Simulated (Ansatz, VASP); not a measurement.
# Ta3SiC2 in VASP and in Ansatz

Contents of INCAR:

```
PREC = Accurate
ENCUT = 520
EDIFF = 1E-6
ISMEAR = 0
SIGMA = 0.1
LREAL = F
LASPH = T
NELM = 80
ALGO = Normal
ISIF = 2
LWAVE = F
LCHARG = T
GGA = PE
LELF = T
LVHAR = T
NBANDS = 32
```

The input KPOINTS:

```
Automatic mesh
0
Gamma
  6 6 2
```

POSCAR

```
Ta3SiC2
1.0
    3.0294225700      0.0000000000      0.0000000000
    0.0000000000      3.0294225700      0.0000000000
    0.0000000000      0.0000000000      9.2852788900
Ta Si C
3 1 2
Direct
    0.5000000000      0.5000000000      0.1817286000
    0.5000000000      0.5000000000      0.5000000000
    0.5000000000      0.5000000000      0.8182714000
    0.0000000000      0.0000000000      0.0000000000
    0.0000000000      0.0000000000      0.3392778000
    0.0000000000      0.0000000000      0.6607222000
```

Input for Ansatz:

```yaml
crystal:
  lattice:
    - [3.02942257, 0.0, 0.0]
    - [0.0, 3.02942257, 0.0]
    - [0.0, 0.0, 9.28527889]
  atoms:
    - { symbol: Ta, position: [0.5, 0.5, 0.1817286] }
    - { symbol: Ta, position: [0.5, 0.5, 0.5] }
    - { symbol: Ta, position: [0.5, 0.5, 0.8182714] }
    - { symbol: Si, position: [0.0, 0.0, 0.0] }
    - { symbol: C, position: [0.0, 0.0, 0.3392778] }
    - { symbol: C, position: [0.0, 0.0, 0.6607222] }
basis:
  ecutwfc: 420
kpoints:
  mp_grid: { grid: [6, 6, 2] }
hamiltonian:
  xc: pbe
scf:
  occupations: { method: gaussian, width: 0.1 }
  lower_state_search: "off"
output:
  forces: true
  stress: true
  eigenvalues: true
```

Change from the starting cell: species swapped into the Mg3HgAu2 type (P4/mmm, No. 123).

Alike in both runs: task single point; functional PBE; k mesh 6 × 6 × 2; occupations gaussian, width 0.1 eV; no spin polarisation.

```csv
,VASP,Ansatz
version,VASP 6.6.1,Ansatz 0.2.0
potentials or method,"VASP PAW PBE potentials, release 64 (Ta_pv, Si, C)","scalar-relativistic, plane waves, PAW"
plane-wave cutoff (eV),520,420
valence electrons in the cell,45,51
```

|  | VASP | Ansatz | Ansatz less VASP |
| --- | --- | --- | --- |
| gap on the k mesh at the Fermi level (eV) | none | none | - |
| pressure (GPa) | -24.7 | -24.9 | -0.16 |
| largest component of the traceless stress (GPa) | 4.12 | 4.15 | +0.025 |
| rms of the force components (eV/Å) | 0.855 | 0.857 | +0.0026 |

Atom by atom the forces differ by 0.003 eV/Å (rms over components). A gap of «none» marks a metal or a gap that the smearing closes. The two sets of potentials don't hold the same shells in valence.

Caveats: so large a pressure means that the cell lies far from this level's equilibrium, or that cutoff or potentials fall short (VASP); forces of over 1 eV/Å show positions far from the minimum, so gaps and moduli don't describe the material at rest. Spin-orbit coupling is left out, which matters for the levels of Ta.
